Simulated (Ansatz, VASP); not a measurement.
# H66C3SNO32F3 in two plane-wave programs, part 2 of 2

Aim: how closely do two programs agree when they are given the same cell, functional and k mesh? Of the first pair: The structure shown is the start of the Ansatz relaxation below; VASP solves that cell, so the two are compared at the walk's first step.

VASP 6.6.1 and Ansatz 0.2.0.

So far. Step 3 (VASP: single point, LDA, start cell, pair 1): The run ends at a pressure of -2.89 GPa, with forces up to 4.0 eV/Å.

## 5. Ansatz: relaxation, LDA

Level of this step: Ansatz beside VASP: Kohn-Sham DFT, plane waves, LDA (Ansatz).

This run makes the geometry at which the two programs are then compared.

The structure compared here is the end of the Ansatz relaxation.

File input.yaml:

```yaml
crystal:
  lattice:
    - [12.97113, 0.0, 0.0]
    - [0.0, 12.97113, 0.0]
    - [0.0, 0.0, 12.97113]
  atoms:
    - { symbol: C, position: [0.57962, 0.3039, 0.62126] }
    - { symbol: "N", position: [0.63862, 0.39884, 0.60768] }
    - { symbol: C, position: [0.60528, 0.49824, 0.65852] }
    - { symbol: C, position: [0.74532, 0.37956, 0.64382] }
    - { symbol: C, position: [0.6377, 0.419, 0.49175] }
    - { symbol: H, position: [0.55686, 0.30428, 0.70396] }
    - { symbol: H, position: [0.50707, 0.31128, 0.5748] }
    - { symbol: H, position: [0.62479, 0.23237, 0.61007] }
    - { symbol: H, position: [0.51986, 0.50506, 0.66246] }
    - { symbol: H, position: [0.62879, 0.50318, 0.73533] }
    - { symbol: H, position: [0.63662, 0.56179, 0.61408] }
    - { symbol: H, position: [0.78212, 0.31692, 0.60569] }
    - { symbol: H, position: [0.78587, 0.45047, 0.62279] }
    - { symbol: H, position: [0.73321, 0.37089, 0.72574] }
    - { symbol: H, position: [0.5592, 0.43733, 0.46401] }
    - { symbol: H, position: [0.66805, 0.34983, 0.45313] }
    - { symbol: H, position: [0.69954, 0.47298, 0.48053] }
    - { symbol: "N", position: [0.94179, 0.70323, 0.82113] }
    - { symbol: S, position: [0.97137, 0.69821, 0.93618] }
    - { symbol: O, position: [0.89686, 0.64975, 0.00164] }
    - { symbol: O, position: [0.07398, 0.66159, 0.95482] }
    - { symbol: C, position: [0.96713, 0.83195, 0.96464] }
    - { symbol: F, position: [0.01619, 0.85493, 0.05338] }
    - { symbol: F, position: [0.01485, 0.89431, 0.89164] }
    - { symbol: F, position: [0.87036, 0.85829, 0.98368] }
    - { symbol: S, position: [0.92598, 0.60058, 0.75519] }
    - { symbol: O, position: [0.83893, 0.53734, 0.7884] }
    - { symbol: O, position: [0.926, 0.62105, 0.64673] }
    - { symbol: C, position: [0.05024, 0.52503, 0.7774] }
    - { symbol: F, position: [0.06274, 0.44209, 0.71476] }
    - { symbol: F, position: [0.05517, 0.49468, 0.87649] }
    - { symbol: F, position: [0.13592, 0.58733, 0.76496] }
    - { symbol: O, position: [0.12632, 0.9788, 0.31036] }
    - { symbol: H, position: [0.08186, 0.99164, 0.2487] }
    - { symbol: H, position: [0.10453, 0.91322, 0.34454] }
    - { symbol: O, position: [0.7412, 0.05044, 0.88746] }
    - { symbol: H, position: [0.70149, 0.11581, 0.89712] }
    - { symbol: H, position: [0.7114, 0.99539, 0.93247] }
    - { symbol: O, position: [0.26596, 0.81361, 0.75649] }
    - { symbol: H, position: [0.34004, 0.81317, 0.73513] }
    - { symbol: H, position: [0.22813, 0.86789, 0.71692] }
    - { symbol: O, position: [0.09572, 0.55955, 0.39049] }
    - { symbol: H, position: [0.03475, 0.59673, 0.41952] }
    - { symbol: H, position: [0.10982, 0.5851, 0.31913] }
    - { symbol: O, position: [0.37942, 0.10777, 0.92992] }
    - { symbol: H, position: [0.36714, 0.18387, 0.92896] }
    - { symbol: H, position: [0.31546, 0.07113, 0.90734] }
    - { symbol: O, position: [0.77941, 0.05874, 0.17694] }
    - { symbol: H, position: [0.72062, 0.10854, 0.17953] }
    - { symbol: H, position: [0.75998, 0.99408, 0.21416] }
    - { symbol: O, position: [0.65005, 0.91914, 0.5427] }
    - { symbol: H, position: [0.67367, 0.94143, 0.61262] }
    - { symbol: H, position: [0.5827, 0.95292, 0.52636] }
    - { symbol: O, position: [0.36446, 0.46431, 0.35614] }
    - { symbol: H, position: [0.34124, 0.46795, 0.28272] }
    - { symbol: H, position: [0.39897, 0.53048, 0.37549] }
    - { symbol: O, position: [0.16331, 0.27027, 0.79961] }
    - { symbol: H, position: [0.09931, 0.27206, 0.75666] }
    - { symbol: H, position: [0.21702, 0.31536, 0.76758] }
    - { symbol: O, position: [0.28797, 0.22772, 0.14304] }
[... 2 lines left out ...]
    - { symbol: O, position: [0.18268, 0.99454, 0.6575] }
[... 2 lines left out ...]
    - { symbol: O, position: [0.86844, 0.28446, 0.36298] }
[... 2 lines left out ...]
    - { symbol: O, position: [0.6294, 0.52741, 0.25453] }
[... 2 lines left out ...]
    - { symbol: O, position: [0.501, 0.76572, 0.88649] }
[... 2 lines left out ...]
    - { symbol: O, position: [0.06163, 0.80144, 0.38715] }
[... 2 lines left out ...]
    - { symbol: O, position: [0.50974, 0.03717, 0.74339] }
[... 2 lines left out ...]
    - { symbol: O, position: [0.82445, 0.49102, 0.29015] }
[... 2 lines left out ...]
    - { symbol: O, position: [0.50395, 0.38169, 0.1581] }
[... 2 lines left out ...]
    - { symbol: O, position: [0.20259, 0.09681, 0.46364] }
[... 2 lines left out ...]
    - { symbol: O, position: [0.53862, 0.53698, 0.98804] }
[... 2 lines left out ...]
    - { symbol: O, position: [0.15749, 0.46402, 0.03053] }
[... 2 lines left out ...]
    - { symbol: O, position: [0.88271, 0.09434, 0.45779] }
[... 2 lines left out ...]
    - { symbol: O, position: [0.7056, 0.24015, 0.99773] }
[... 2 lines left out ...]
    - { symbol: O, position: [0.36766, 0.71524, 0.09535] }
[... 2 lines left out ...]
    - { symbol: O, position: [0.71303, 0.84699, 0.21289] }
[... 2 lines left out ...]
    - { symbol: O, position: [0.97208, 0.18226, 0.69812] }
[... 80 lines left out ...]
    - { symbol: O, position: [0.25877, 0.67895, 0.91158] }
[... 2 lines left out ...]
    - { symbol: O, position: [0.88241, 0.30931, 0.85496] }
[... 2 lines left out ...]
    - { symbol: O, position: [0.19118, 0.07116, 0.84662] }
[... 2 lines left out ...]
    - { symbol: O, position: [0.97704, 0.68378, 0.23832] }
[... 2 lines left out ...]
    - { symbol: O, position: [0.7626, 0.7973, 0.39897] }
    - { symbol: H, position: [0.71729, 0.83241, 0.45052] }
    - { symbol: H, position: [0.7408, 0.81729, 0.32777] }
    - { symbol: O, position: [0.70713, 0.68319, 0.02502] }
    - { symbol: H, position: [0.78244, 0.66725, 0.02089] }
    - { symbol: H, position: [0.66655, 0.61849, 0.01452] }
    - { symbol: O, position: [0.29354, 0.89359, 0.18689] }
    - { symbol: H, position: [0.27815, 0.87299, 0.25957] }
    - { symbol: H, position: [0.25146, 0.95545, 0.16826] }
    - { symbol: O, position: [0.57826, 0.16809, 0.19743] }
    - { symbol: H, position: [0.57121, 0.16963, 0.27419] }
    - { symbol: H, position: [0.56244, 0.0972, 0.17159] }
kpoints:
  mp_grid: { grid: [1, 1, 1] }
hamiltonian:
  xc: lda
scf:
  occupations: { method: fixed }
output:
  forces: true
relax:
  f_tol: 0.06
  max_steps: 150
```

Launch:

```
> ansatz run input.yaml --threads 4 --pin off --max-ram 8192MiB --backend cpu --events-out ev --progress --plain --runs-dir out
```

Numbers of over 12 decimals in the logs are rounded to 6 here.

Output:

```text
[...]
Crystal: 212 atoms, lattice volume = 2182.395 Å³
Basis set: ecut = 420 eV, 42691 PW (Γ)
Bands: 514, of which v1, the nominal top of the filled ones, is band 302 counted from 1 (301 counted from 0)
Symmetry: 1 space group operations
[...]
k-points: 1
[...]
SCF iter   1: F=—  HF=-46317.712112 eV  |F-HF|=—  |Δ(HF+E_count)|=         —  Δρ=8.27e-3  dr2=1.11e0  ethr=1.77e-3  ⟨swp⟩=5.0  Hψ=1649  notcnv=0  defer=207
[...]
- { symbol: O, position: [0.541631, 0.056158, 0.527112] }
[...]
- { symbol: O, position: [0.787166, 0.804414, 0.456263] }
[...]
- { symbol: O, position: [0.631396, 0.603931, -0.087437] }
[...]
- { symbol: O, position: [0.313187, 0.896018, 0.127021] }
    - { symbol: H, position: [0.270133, 0.918522, 0.191112] }
    - { symbol: H, position: [0.267384, 0.912597, 0.069617] }
    - { symbol: O, position: [0.608163, 0.125016, 0.186392] }
    - { symbol: H, position: [0.575084, 0.149215, 0.255345] }
    - { symbol: H, position: [0.555482, 0.081353, 0.149674] }
```

## 6. VASP: single point, LDA, relaxed cell, pair 2

The same cell, functional (in two slightly different forms) and mesh now go to VASP, with its own data sets.

File INCAR:

```
SYSTEM = H66C3SNO32F3
PREC = Accurate
ENCUT = 520
EDIFF = 1E-06
NELM = 120
ISMEAR = 0
SIGMA = 0.01
LREAL = Auto
ALGO = Normal
GGA = PW92
NBANDS = 450
LORBIT = 11
LWAVE = .FALSE.
LCHARG = .FALSE.
ISIF = 2
LASPH = .TRUE.
GGA_COMPAT = .FALSE.
EFERMI = MIDGAP
```

File POSCAR:

```
H66C3SNO32F3
1.0
   12.9711300000      0.0000000000      0.0000000000
    0.0000000000     12.9711300000      0.0000000000
    0.0000000000      0.0000000000     12.9711300000
C N H S O F
6 2 132 2 64 6
Direct
    0.5696800000      0.3440500000      0.5674500000
    0.6102200000      0.5252100000      0.5561200000
    0.7384700000      0.3976200000      0.5125800000
    0.5909000000      0.4240700000      0.4016100000
    0.0548400000      0.8191500000      0.9826900000
    0.9957500000      0.4987100000      0.7697500000
    0.6275100000      0.4230500000      0.5094400000
    0.9706700000      0.6917100000      0.8501700000
    0.5974400000      0.3419900000      0.6474500000
    0.4871300000      0.3632500000      0.5657600000
    0.5820800000      0.2688800000      0.5306000000
    0.5275500000      0.5438200000      0.5517000000
    0.6355500000      0.5229000000      0.6370100000
    0.6557100000      0.5826800000      0.5134000000
    0.7536400000      0.3248100000      0.4712300000
    0.7813800000      0.4611900000      0.4763000000
    0.7622300000      0.3901600000      0.5937700000
    0.5080100000      0.4434200000      0.4013400000
    0.6011100000      0.3459100000      0.3697700000
    0.6339200000      0.4824600000      0.3574300000
    0.1518200000      0.0068700000      0.2147300000
    0.1478800000      0.9204400000      0.3100700000
    0.7363000000      0.0867000000      0.9807200000
    0.7170700000      0.9648300000      0.9808900000
    0.3546000000      0.7896400000      0.6812000000
    0.2628500000      0.8616300000      0.7310300000
    0.0001700000      0.5880400000      0.4940000000
    0.1081100000      0.6308500000      0.5372400000
    0.3374200000      0.2223900000      0.9758500000
    0.2822600000      0.1167900000      0.9510600000
[... 176 atom lines left out ...]
    0.0955200000      0.8213600000      0.0773400000
    0.1252500000      0.8494200000      0.9159300000
    0.9739500000      0.8790300000      0.9796100000
    0.9593200000      0.4413000000      0.6946100000
    0.0042600000      0.4440100000      0.8552600000
    0.0865700000      0.5365100000      0.7450200000
```

File KPOINTS:

```
Automatic mesh
0
Gamma
1 1 1
0 0 0
```

Potentials, in the order of the species: C, N, H, S, O and F (LDA family, release 64).

Launch:

```
> export OMP_NUM_THREADS=3
> mpirun -np 1 vasp_gam
```

Output:

```text
[banner, memory and clock lines left out]
running    1 mpi-ranks, on    1 nodes
[...]
Offloading initialized ...    1 GPUs detected
[...]
[... a notice as in an earlier step ...]

 LDA part: xc-table for (Slater(with rela. corr.)+PW92), standard interpolation
 POSCAR, INCAR and KPOINTS ok, starting setup
[...]
entering main loop
       N       E                     dE             d eps       ncg     rms          rms(c)
DAV:   1     0.484945773695E+04    0.48495E+04   -0.33398E+05   940   0.126E+03
DAV:   2    -0.713642924202E+03   -0.55631E+04   -0.53139E+04  1118   0.314E+02
DAV:   3    -0.123350230302E+04   -0.51986E+03   -0.51620E+03  1120   0.993E+01
DAV:   4    -0.124281788468E+04   -0.93156E+01   -0.92900E+01  1120   0.146E+01
[...]
DAV:  18    -0.113529138429E+04   -0.63454E-05   -0.13338E-05  1048   0.873E-03    0.558E-03
DAV:  19    -0.113529138767E+04   -0.33805E-05   -0.48822E-06   992   0.725E-03    0.421E-03
DAV:  20    -0.113529138804E+04   -0.36623E-06   -0.41194E-06  1048   0.573E-03
   1 F= -.11352914E+04 E0= -.11352914E+04  d E =0.000000E+00
```

Parts of OUTCAR (step 6):

```text
  FREE ENERGIE OF THE ION-ELECTRON SYSTEM (eV)
  ---------------------------------------------------
  free  energy   TOTEN  =     -1135.2913880352 eV

  energy  without entropy=    -1135.2913880352  energy(sigma->0) =    -1135.29138804
```

The run ends at a pressure of -1.39 GPa, with forces up to 0.55 eV/Å.

## 7. Side by side

The two programs side by side:

```csv
quantity,Ansatz,VASP,difference
gap on the k mesh (eV),4.568,4.548,+0.020
```

Forces on 7 of the 212 atoms, those with the largest forces and the largest differences (eV/Å; atoms numbered as in POSCAR):

```csv
atom,"Ansatz x, y, z","VASP x, y, z"
C5,"0.020, 0.016, -0.001","-0.080, -0.440, -0.086"
F207,"0.003, 0.000, -0.005","0.189, -0.008, 0.431"
F208,"-0.023, -0.002, -0.003","0.330, 0.137, -0.341"
F209,"-0.005, 0.001, 0.011","-0.452, 0.317, -0.007"
F210,"0.000, -0.004, -0.006","-0.195, -0.281, -0.387"
F211,"0.002, 0.004, -0.003","0.036, -0.260, 0.435"
F212,"-0.004, -0.003, 0.004","0.453, 0.202, -0.116"
```

The forces differ by 96 meV/Å r.m.s., where the r.m.s. force is 0.004 eV/Å in Ansatz and 0.095 eV/Å in VASP: the atoms lie near their places of rest in Ansatz, so a percentage would say little (all taken over all components). A gap on the mesh is an upper bound, since the band edges may lie between its points.

## 8. Outcome

* r.m.s. force difference (single point, LDA, start cell, pair 1): 17 % of the r.m.s. force
* r.m.s. force difference (single point, LDA, relaxed cell, pair 2): 96 meV/Å

**Reading.** The r.m.s. force difference is 96 meV/Å (single point, LDA, relaxed cell, pair 2), beyond the 12 meV/Å picked in this series as the mark of a large difference. What causes the difference of the single point, LDA, start cell, pair 1 pair stays open here. What causes the difference of the single point, LDA, relaxed cell, pair 2 pair stays open here. Such differences can come from data sets, numerical settings and the points named under the comparisons, not from the functional's error against experiment.

[Lines on the potential files, build, host, timing and source positions are cut from VASP's logs without a mark.]

[Logs are printed without paths, hosts, clocks, repeated set-up lines and the standing remarks that a program may print on its own settings, such as how far it seeks lower states.]

[Hosts, paths, dates, database ids (printed as entryN), source tags and the programs' standing remarks are cut or masked in the printed files.]
